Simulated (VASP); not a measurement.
**Be$_{3}$CdS$_{4}$ (ordered alloy cell): computed properties**

Calculation: PBEsol GGA, VASP's PBE PAW potentials (set 64) (plane waves; VASP).

```yaml
space_group: R3m (160)
cell: a = b = 3.559 Å, c = 36.035 Å, α = β = 90.00°, γ = 120.00°
volume_per_atom: 16.47 Å³/atom
band gap (over mesh and band path): 1.76 eV
smallest direct gap (over mesh and band path): 1.97 eV
band_edge_character: indirect, Γ to F
density: 3.37 g/cm³
```

```
CELL_PARAMETERS angstrom
      0.00000     2.51662     2.51662
      2.51662     0.00000     2.51662
     10.29036    10.29036    -0.22389
ATOMIC_POSITIONS crystal
  Cd 0.01452 0.01452 0.98911
  S  0.20145 0.20145 0.09891
  S  0.23241 0.23241 0.32569
  S  0.25986 0.25986 0.55511
  S  0.28907 0.28907 0.78319
  Be 0.97268 0.97268 0.27049
  Be 0.00123 0.00123 0.49908
  Be 0.02877 0.02877 0.72842
```

The structure was generated: Be3CdS4 was put into an ordered model structure (R3m), which need not be its known phase. It was relaxed first. Symmetry was kept, so distortions that lower it aren't found.
